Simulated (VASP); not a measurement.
**Adsorption sites of N on Ta(100)**

Where does N sit on Ta(100), and how strongly does it bind?

Program: VASP 6.6.1. Level of theory: PBE; plane waves and PAW (Ta), in the first sound run; inputs show where later runs differ. Results are calculated unless marked as measured.

This is a report of a sequence of runs, with most program output left out.

## 1. Starting point

Symmetry: Im-3m, No. 229, cubic system. Conventional cell: a = 3.310 Å, b = 3.310 Å, c = 3.310 Å, α = 90.00°, β = 90.00°, γ = 90.00°. Nearest to Ta lie 8 Ta at 2.87 Å.

## 2. The bulk reference, job relaxation, k-mesh 16×16×16

The bulk crystal is relaxed first, so that the slabs are cut at this functional's lattice.

The input, INCAR:

```
SYSTEM = Ta
PREC = Accurate
ENCUT = 570
EDIFF = 1E-06
NELM = 120
ISMEAR = 1
SIGMA = 0.15
LREAL = .FALSE.
ALGO = Normal
GGA = PE
NBANDS = 8
LASPH = .TRUE.
LORBIT = 11
LWAVE = .FALSE.
LCHARG = .FALSE.
KPAR = 4
IBRION = 2
NSW = 30
ISIF = 3
EDIFFG = -0.01
POTIM = 0.4
```

The input, POSCAR:

```
Ta
1.0
   -1.6550000000      1.6550000000      1.6550000000
    1.6550000000     -1.6550000000      1.6550000000
    1.6550000000      1.6550000000     -1.6550000000
Ta
1
Direct
    0.0000000000      0.0000000000      0.0000000000
```

The input, KPOINTS:

```
Automatic mesh
0
Gamma
16 16 16
0 0 0
```

The projector-augmented-wave data sets are Ta (PBE family, release 64).

Launch:

```sh
> mpirun -np 4 vasp_std
```

Run time: 9.8 s. Hardware: 4 MPI ranks of AMD EPYC 7R43, shared host; peak memory 0.51 GiB.

This run has no spin polarisation. Its electron count is odd, so without a moment it is a metal by construction. The data set Ta keeps the semicore shell frozen, which is cheaper and a little less accurate. The run keeps the 48 symmetry operations of its start, so it cannot find a distortion of lower symmetry.

Little changed from the start: no atom moved by 0.005 Å and no cell edge by 0.1 %.

Numbers from this step:

```
electronic cycles       : 12
electrons               : 5
free energy (TOTEN)     : -11.86 eV
energy at zero smearing : -11.86 eV
Fermi energy            : 5.678 eV
metallic                : yes
```

The start already met the threshold, so nothing moved.

Energy at zero smearing: -11.85914 eV.

## 3. The bulk reference, job self-consistent run, k-mesh 20×20×20

The input, INCAR:

```
SYSTEM = Ta
PREC = Normal
ENCUT = 440
EDIFF = 1E-06
NELM = 120
ISMEAR = 1
SIGMA = 0.15
LREAL = .FALSE.
ALGO = Fast
GGA = PE
NBANDS = 8
LASPH = .TRUE.
LORBIT = 11
LWAVE = .FALSE.
LCHARG = .FALSE.
KPAR = 4
```

POSCAR is that of step 2.

The input, KPOINTS:

```
Automatic mesh
0
Gamma
20 20 20
0 0 0
```

Launch:

```sh
> mpirun -np 4 vasp_std
```

Elapsed: 6.8 s, on 4 MPI ranks; peak memory 0.39 GiB; 25 s of CPU time.

Numbers from this step:

| Quantity | Value |
| --- | --- |
| electronic cycles | 13 |
| Fermi energy | 5.675 eV |

Energy at zero smearing: -11.86330 eV.

The run ends at a pressure of -0.16 GPa.

## 4. Surface relaxation

System of this step: Ta(100). The cell holds 16 atoms: 16 Ta. Its edges and angles: a = 6.620 Å, b = 6.620 Å, c = 19.965 Å, α = 90.0°, β = 90.0°, γ = 90.0°. It derives from Ta. 4 layers of bcc Ta, cut at this functional's lattice. Vacuum lies along c.

The free atoms relax, while those held by selective dynamics keep their cut positions.

The input, INCAR:

```
SYSTEM = Ta
PREC = Normal
ENCUT = 440
EDIFF = 1E-05
NELM = 120
ISMEAR = 1
SIGMA = 0.15
LREAL = Auto
ALGO = Fast
GGA = PE
NBANDS = 56
LASPH = .TRUE.
LORBIT = 11
LWAVE = .FALSE.
LCHARG = .FALSE.
KPAR = 2
NCORE = 2
IBRION = 2
NSW = 40
ISIF = 2
EDIFFG = -0.03
POTIM = 0.4
MAXMIX = 40
IDIPOL = 3
LDIPOL = .TRUE.
DIPOL = 0.5 0.5 0.5
```

The input, POSCAR:

```
Ta
1.0
    6.6200000000      0.0000000000      0.0000000000
    0.0000000000      6.6200000000      0.0000000000
    0.0000000000      0.0000000000     19.9650000000
Ta
16
Selective dynamics
Direct
    0.2500000000      0.2500000000      0.3756574000  F F F
    0.7500000000      0.2500000000      0.3756574000  F F F
    0.2500000000      0.7500000000      0.3756574000  F F F
    0.7500000000      0.7500000000      0.3756574000  F F F
    0.0000000000      0.0000000000      0.4585524700  F F F
    0.5000000000      0.0000000000      0.4585524700  F F F
    0.0000000000      0.5000000000      0.4585524700  F F F
    0.5000000000      0.5000000000      0.4585524700  F F F
    0.2500000000      0.2500000000      0.5414475300  T T T
    0.7500000000      0.2500000000      0.5414475300  T T T
    0.2500000000      0.7500000000      0.5414475300  T T T
    0.7500000000      0.7500000000      0.5414475300  T T T
    0.0000000000      0.0000000000      0.6243426000  T T T
    0.5000000000      0.0000000000      0.6243426000  T T T
    0.0000000000      0.5000000000      0.6243426000  T T T
    0.5000000000      0.5000000000      0.6243426000  T T T
```

The input, KPOINTS:

```
Automatic mesh
0
Gamma
4 4 1
0 0 0
```

Launch:

```sh
> mpirun -np 4 vasp_std
```

Run time: 5.3 min. Hardware: 4 MPI ranks; peak memory 1.3 GiB.

The run keeps the 8 symmetry operations of its start, so it cannot find a distortion of lower symmetry.

Relaxation path:

| step | energy less that of the first step (eV) | largest force (eV/Å) |
| --- | --- | --- |
| 1 | 0.0000 | 1.0663 |
| 2 | -0.2015 | 0.7734 |
| 3 | -0.3330 | 0.4113 |
| 4 | -0.3332 | 0.3729 |
| 5 | -0.3707 | 0.3246 |
| 6 | -0.4314 | 0.1563 |
| 7 | -0.4334 | 0.1020 |
| 8 | -0.4335 | 0.1109 |
| 9 | -0.4361 | 0.0281 |

The atoms that moved most (Å):

| atom | dx | dy | dz | length |
| --- | --- | --- | --- | --- |
| Ta13 | 0.000 | 0.000 | -0.190 | 0.190 |
| Ta14 | 0.000 | 0.000 | -0.190 | 0.190 |
| Ta15 | 0.000 | 0.000 | -0.190 | 0.190 |
| Ta16 | 0.000 | 0.000 | -0.190 | 0.190 |
| Ta9 | 0.000 | 0.000 | -0.010 | 0.010 |
| Ta10 | 0.000 | 0.000 | -0.010 | 0.010 |
| Ta11 | 0.000 | 0.000 | -0.010 | 0.010 |
| Ta12 | 0.000 | 0.000 | -0.010 | 0.010 |

The relaxed structure:

```cif
data_structure
_symmetry_space_group_name_H-M 'P 1'
_symmetry_Int_Tables_number 1
_cell_length_a 6.6200
_cell_length_b 6.6200
_cell_length_c 19.9650
_cell_angle_alpha 90.000
_cell_angle_beta 90.000
_cell_angle_gamma 90.000
_cell_volume 874.95
loop_
_atom_site_label
_atom_site_type_symbol
_atom_site_fract_x
_atom_site_fract_y
_atom_site_fract_z
_atom_site_occupancy
Ta1 Ta 0.25000 0.25000 0.37566 1
Ta2 Ta 0.75000 0.25000 0.37566 1
Ta3 Ta 0.25000 0.75000 0.37566 1
Ta4 Ta 0.75000 0.75000 0.37566 1
Ta5 Ta 0.00000 0.00000 0.45855 1
Ta6 Ta 0.50000 0.00000 0.45855 1
Ta7 Ta 0.00000 0.50000 0.45855 1
Ta8 Ta 0.50000 0.50000 0.45855 1
Ta9 Ta 0.25000 0.25000 0.54093 1
Ta10 Ta 0.75000 0.25000 0.54093 1
Ta11 Ta 0.25000 0.75000 0.54093 1
Ta12 Ta 0.75000 0.75000 0.54093 1
Ta13 Ta 0.00000 0.00000 0.61485 1
Ta14 Ta 0.50000 0.00000 0.61485 1
Ta15 Ta 0.00000 0.50000 0.61485 1
Ta16 Ta 0.50000 0.50000 0.61485 1
```

Numbers from this step:

* electronic cycles: 86
* electrons: 80
* free energy (TOTEN): -174.5040 eV
* energy at zero smearing: -174.5089 eV
* Fermi energy: -0.3793 eV
* dipole moment: 0, 0, -0.05038 e·Å

The run ended after 9 ionic steps, 0.436 eV below its first step, once the forces on the free atoms met EDIFFG = -0.03.

VASP counts the dipole in electrons times Å, so a positive number points the physical dipole along −c.

## 5. Potential and states of the slab

A static run writes the electrostatic potential without exchange and correlation (LVHAR), which is flat in the vacuum and gives the level to count from. The dipole correction cancels the field that unlike faces would set up across the vacuum.

The input, INCAR:

```
SYSTEM = Ta
PREC = Normal
ENCUT = 440
EDIFF = 1E-06
NELM = 120
ISMEAR = 1
SIGMA = 0.15
LREAL = Auto
ALGO = Fast
GGA = PE
NBANDS = 56
LASPH = .TRUE.
LORBIT = 11
LWAVE = .FALSE.
LCHARG = .FALSE.
KPAR = 2
NCORE = 2
IDIPOL = 3
LDIPOL = .TRUE.
DIPOL = 0.5 0.5 0.497
LVHAR = .TRUE.
LVACPOTAV = .TRUE.
NEDOS = 1500
```

The input, POSCAR:

```
Ta
1.0
    6.6200000000      0.0000000000      0.0000000000
    0.0000000000      6.6200000000      0.0000000000
    0.0000000000      0.0000000000     19.9650000000
Ta
16
Selective dynamics
Direct
    0.2500000000      0.2500000000      0.3756574000  F F F
    0.7500000000      0.2500000000      0.3756574000  F F F
    0.2500000000      0.7500000000      0.3756574000  F F F
    0.7500000000      0.7500000000      0.3756574000  F F F
    0.0000000000      0.0000000000      0.4585524700  F F F
    0.5000000000      0.0000000000      0.4585524700  F F F
    0.0000000000      0.5000000000      0.4585524700  F F F
    0.5000000000      0.5000000000      0.4585524700  F F F
    0.2500000000      0.2500000000      0.5409348640  T T T
    0.7500000000      0.2500000000      0.5409348640  T T T
    0.2500000000      0.7500000000      0.5409348640  T T T
    0.7500000000      0.7500000000      0.5409348640  T T T
    0.0000000000      0.0000000000      0.6148455992  T T T
    0.5000000000      0.0000000000      0.6148455992  T T T
    0.0000000000      0.5000000000      0.6148455992  T T T
    0.5000000000      0.5000000000      0.6148455992  T T T
```

KPOINTS is that of step 4.

Launch:

```sh
> mpirun -np 4 vasp_std
```

Elapsed: 1.9 min, on 4 MPI ranks; peak memory 1.1 GiB; 7.1 min of CPU time.

This step gave:

- electronic cycles: 30
- Fermi energy: -0.3791 eV
- dipole moment: 0, 0, -0.05087 e·Å
- vacuum levels: 3.401, 3.611 eV
- work functions of the upper and lower face: 3.780, 3.990 eV

Zero at the Fermi level. The planar average of the electrostatic potential by height:

height (Å), planar average of the electrostatic potential (eV) and a bar from the least value:
```
      0.0       3.93 ##############################
      0.5       3.99 ##############################
      1.0       3.99 ##############################
      1.5       3.99 ##############################
      2.0       3.99 ##############################
      2.5       3.99 ##############################
      3.0       3.99 ##############################
      3.5       3.98 ##############################
      4.0       3.96 ##############################
      4.5       3.92 ##############################
      5.0       3.77 #############################
      5.5       3.37 ############################
      6.0       2.25 #########################
      6.5      -0.72 #################
      7.0      -4.70 #######
      7.5      -6.70 #
      8.0      -6.06 ###
      8.5      -5.58 ####
      9.0      -6.40 ##
      9.5      -6.27 ###
     10.0      -5.72 ####
     10.5      -6.15 ###
     11.0      -6.74 #
     11.5      -7.07 
     12.0      -7.22 
     12.5      -6.14 ###
     13.0      -2.91 ############
     13.5       0.91 ######################
     14.0       2.76 ###########################
     14.5       3.43 ############################
     15.0       3.66 #############################
     15.5       3.74 #############################
     16.0       3.77 #############################
     16.5       3.78 #############################
     17.0       3.78 #############################
     17.5       3.78 #############################
     18.0       3.78 #############################
     18.5       3.78 #############################
     19.0       3.78 #############################
     19.5       3.78 #############################
```

Density of states in the PAW spheres, an atom over height of the layer and energy from the Fermi level.

Ten even steps from '0' (0.00 states/eV) to '9' (2.73 states/eV), each cell a mean:
```
9328
5224
4223
3444
3343
5676
4444
2322
1332
2332
2343
1221
1221
0110
0110
0000
0000
0000
0000
0000
0000
0000
```
Columns: height of the layer (Å) from 7.5 to 12.3 (not evenly spaced); rows upwards: energy from the Fermi level (eV) from -7.9 to 0.5.

Force by atom:

| atom | x (eV/Å) | y (eV/Å) | z (eV/Å) | size |
| --- | --- | --- | --- | --- |
| Ta1 | 0.000 | 0.000 | 0.861 | 0.861 |
| Ta2 | 0.000 | 0.000 | 0.861 | 0.861 |
| Ta3 | 0.000 | 0.000 | 0.861 | 0.861 |
| Ta4 | 0.000 | 0.000 | 0.861 | 0.861 |
| Ta5 | 0.000 | 0.000 | -0.868 | 0.868 |
| Ta6 | 0.000 | 0.000 | -0.868 | 0.868 |
| Ta7 | 0.000 | 0.000 | -0.868 | 0.868 |
| Ta8 | 0.000 | 0.000 | -0.868 | 0.868 |
| Ta9 | 0.000 | 0.000 | 0.025 | 0.025 |
| Ta10 | 0.000 | 0.000 | 0.025 | 0.025 |
| Ta11 | 0.000 | 0.000 | 0.025 | 0.025 |
| Ta12 | 0.000 | 0.000 | 0.025 | 0.025 |
| Ta13 | 0.000 | 0.000 | -0.019 | 0.019 |
| Ta14 | 0.000 | 0.000 | -0.019 | 0.019 |
| Ta15 | 0.000 | 0.000 | -0.019 | 0.019 |
| Ta16 | 0.000 | 0.000 | -0.019 | 0.019 |

The map of layer states is cut here 0.5 eV above the Fermi level, so it leaves out the states above that.

The vacuum level lies 3.78 eV above the Fermi level at the upper face; the two faces differ by 0.21 eV, the step that the slab's dipole of -0.051 e·Å makes.

VASP counts the dipole in electrons times Å, so a positive number points the physical dipole along −c.

The program found no field-free point at its default tolerance, but its printed level agrees with the flat part of the planar average.

On this mesh the fine structure of the density of states is sampling noise, and high empty states may be cut by the number of bands.

## 6. Relaxing the atoms

This step: PBE; plane waves and PAW (N) (VASP 6.6.1).

System of this step: N2. The cell holds 2 atoms: 2 N. Cell: a = 11.000 Å, b = 11.500 Å, c = 14.000 Å, α = 90.0°, β = 90.0°, γ = 90.0°. Vacuum lies along a, b and c.

The reference for N is the N2 molecule, relaxed in a box at the cutoff of the large cell.

The input, INCAR:

```
SYSTEM = N
PREC = Normal
ENCUT = 440
EDIFF = 1E-05
NELM = 120
ISMEAR = 0
SIGMA = 0.01
LREAL = .FALSE.
ALGO = Fast
GGA = PE
NBANDS = 11
LORBIT = 11
LWAVE = .FALSE.
LCHARG = .FALSE.
NCORE = 4
IBRION = 2
NSW = 20
ISIF = 2
EDIFFG = -0.03
POTIM = 0.4
MAXMIX = 40
ISYM = 0
```

The input, POSCAR:

```
N
1.0
   11.0000000000      0.0000000000      0.0000000000
    0.0000000000     11.5000000000      0.0000000000
    0.0000000000      0.0000000000     14.0000000000
N
2
Direct
    0.5000000000      0.5000000000      0.4607142900
    0.5000000000      0.5000000000      0.5392857100
```

The input, KPOINTS:

```
Automatic mesh
0
Gamma
1 1 1
0 0 0
```

PAW data sets: N (PBE family, release 64).

Launch:

```sh
> mpirun -np 4 vasp_gam
```

Run time: 18 s. Hardware: 4 MPI ranks; peak memory 0.79 GiB.

Relaxation path:

| step | energy less that of the first step (eV) | largest force (eV/Å) |
| --- | --- | --- |
| 1 | 0.0000 | 2.4581 |
| 2 | 1.4821 | 13.6772 |
| 3 | -0.0183 | 0.1942 |
| 4 | -0.0184 | 0.0249 |

The relaxed structure:

```cif
data_structure
_symmetry_space_group_name_H-M 'P 1'
_symmetry_Int_Tables_number 1
_cell_length_a 11.0000
_cell_length_b 11.5000
_cell_length_c 14.0000
_cell_angle_alpha 90.000
_cell_angle_beta 90.000
_cell_angle_gamma 90.000
_cell_volume 1771.00
loop_
_atom_site_label
_atom_site_type_symbol
_atom_site_fract_x
_atom_site_fract_y
_atom_site_fract_z
_atom_site_occupancy
N1 N 0.50000 0.50000 0.46017 1
N2 N 0.50000 0.50000 0.53983 1
```

This step gave:

```yaml
electronic_cycles: 42
electrons: 10
free_energy_toten: -16.63 eV
gap_between_the_highest_filled_and_lowest_empty_level: 8.001 eV
```

The run ended after 4 ionic steps, 0.018 eV below its first step, once the forces on the free atoms met EDIFFG = -0.03.

Energy at zero smearing: -16.62505 eV.

## 7. Relaxing the adsorbate, site ontop

This step: PBE; plane waves and PAW (Ta, N) (VASP 6.6.1).

System of this step: Ta16N (Ta(100)). The cell holds 17 atoms: 16 Ta and 1 N. Its edges and angles: a = 6.620 Å, b = 6.620 Å, c = 19.965 Å, α = 90.0°, β = 90.0°, γ = 90.0°. It derives from Ta. N over the ontop site of Ta(100). Vacuum lies along c.

The adsorbate starts over a high-symmetry site, and it relaxes with the upper layers within that symmetry.

The input, INCAR:

```
SYSTEM = Ta16N
PREC = Normal
ENCUT = 440
EDIFF = 1E-05
NELM = 120
ISMEAR = 1
SIGMA = 0.15
LREAL = Auto
ALGO = Fast
GGA = PE
NBANDS = 59
LASPH = .TRUE.
LORBIT = 11
LWAVE = .FALSE.
LCHARG = .FALSE.
KPAR = 2
NCORE = 2
IBRION = 2
NSW = 50
ISIF = 2
EDIFFG = -0.03
POTIM = 0.4
MAXMIX = 40
IDIPOL = 3
LDIPOL = .TRUE.
DIPOL = 0.5 0.5 0.51
```

The input, POSCAR:

```
Ta16N
1.0
    6.6200000000      0.0000000000      0.0000000000
    0.0000000000      6.6200000000      0.0000000000
    0.0000000000      0.0000000000     19.9650000000
Ta N
16 1
Selective dynamics
Direct
    0.2500000000      0.2500000000      0.3756574000  F F F
    0.7500000000      0.2500000000      0.3756574000  F F F
    0.2500000000      0.7500000000      0.3756574000  F F F
    0.7500000000      0.7500000000      0.3756574000  F F F
    0.0000000000      0.0000000000      0.4585524700  F F F
    0.5000000000      0.0000000000      0.4585524700  F F F
    0.0000000000      0.5000000000      0.4585524700  F F F
    0.5000000000      0.5000000000      0.4585524700  F F F
    0.2500000000      0.2500000000      0.5409348600  T T T
    0.7500000000      0.2500000000      0.5409348600  T T T
    0.2500000000      0.7500000000      0.5409348600  T T T
    0.7500000000      0.7500000000      0.5409348600  T T T
    0.0000000000      0.0000000000      0.6148456000  T T T
    0.5000000000      0.0000000000      0.6148456000  T T T
    0.0000000000      0.5000000000      0.6148456000  T T T
    0.5000000000      0.5000000000      0.6148456000  T T T
    0.0000000000      0.0000000000      0.7100121400  T T T
```

The input, KPOINTS:

```
Automatic mesh
0
Gamma
4 4 1
0 0 0
```

Potentials, in the order of the species: Ta and N (PBE family, release 64).

Launch:

```sh
> mpirun -np 4 vasp_std
```

It took 12 min on 4 MPI ranks; peak memory 1.5 GiB.

Step by step (22 of 23):

| step | energy less that of the first step (eV) | largest force (eV/Å) |
| --- | --- | --- |
| 1 | 0.0000 | 5.0003 |
| 2 | 0.1205 | 9.5486 |
| 3 | -0.4112 | 1.5257 |
| 4 | -0.5160 | 0.7735 |
| 5 | -0.5452 | 0.7408 |
| 6 | -0.5764 | 0.8237 |
| 7 | -0.5822 | 1.3054 |
| 8 | -0.5958 | 1.0770 |
| 9 | -0.6216 | 0.4190 |
| 10 | -0.6079 | 0.8052 |
| 11 | -0.6265 | 0.3241 |
| 13 | -0.6405 | 0.1473 |
| 14 | -0.6412 | 0.2365 |
| 15 | -0.6439 | 0.1450 |
| 16 | -0.6454 | 0.1290 |
| 17 | -0.6487 | 0.1023 |
| 18 | -0.6499 | 0.2176 |
| 19 | -0.6503 | 0.1810 |
| 20 | -0.6499 | 0.2765 |
| 21 | -0.6508 | 0.0415 |
| 22 | -0.6508 | 0.0532 |
| 23 | -0.6509 | 0.0259 |

The atoms that moved most (Å):

| atom | dx | dy | dz | length |
| --- | --- | --- | --- | --- |
| Ta13 | 0.000 | 0.000 | 0.323 | 0.323 |
| N17 | 0.000 | 0.000 | 0.190 | 0.190 |
| Ta16 | 0.000 | 0.000 | -0.067 | 0.067 |
| Ta14 | 0.000 | 0.000 | 0.051 | 0.051 |
| Ta15 | 0.000 | 0.000 | 0.051 | 0.051 |
| Ta12 | -0.005 | -0.005 | -0.016 | 0.017 |
| Ta11 | 0.005 | -0.005 | -0.016 | 0.017 |
| Ta10 | -0.005 | 0.005 | -0.016 | 0.017 |

The relaxed structure:

```xyz
17
Lattice="6.6200 0.0000 0.0000 0.0000 6.6200 0.0000 0.0000 0.0000 19.9650" Properties=species:S:1:pos:R:3
Ta    1.6550    1.6550    7.5000
Ta    4.9650    1.6550    7.5000
Ta    1.6550    4.9650    7.5000
Ta    4.9650    4.9650    7.5000
Ta    0.0000    0.0000    9.1550
Ta    3.3100    0.0000    9.1550
Ta    0.0000    3.3100    9.1550
Ta    3.3100    3.3100    9.1550
Ta    1.6603    1.6603   10.7842
Ta    4.9597    1.6603   10.7842
Ta    1.6603    4.9597   10.7842
Ta    4.9597    4.9597   10.7842
Ta    0.0000    0.0000   12.5982
Ta    3.3100    0.0000   12.3264
Ta    0.0000    3.3100   12.3264
Ta    3.3100    3.3100   12.2082
N     0.0000    0.0000   14.3655
```

This step gave:

* electronic cycles: 206
* electrons: 85
* free energy (TOTEN): -182.4348 eV
* energy at zero smearing: -182.4439 eV
* Fermi energy: -0.8423 eV
* dipole moment: 0, 0, 0.3350 e·Å

The run ended after 23 ionic steps, 0.651 eV below its first step, once the forces on the free atoms met EDIFFG = -0.03.

[end of part 1 of 2]

[Lines on the potential files, build, host, timing and source positions are cut from VASP's logs without a mark.]

[Logs are printed without paths, hosts, clocks, repeated set-up lines and the standing remarks that a program may print on its own settings, such as how far it seeks lower states.]

[Hosts, paths, dates, database ids (printed as entryN), source tags and the programs' standing remarks are cut or masked in the printed files.]

[Runs that stopped without an error message from VASP are left out.]
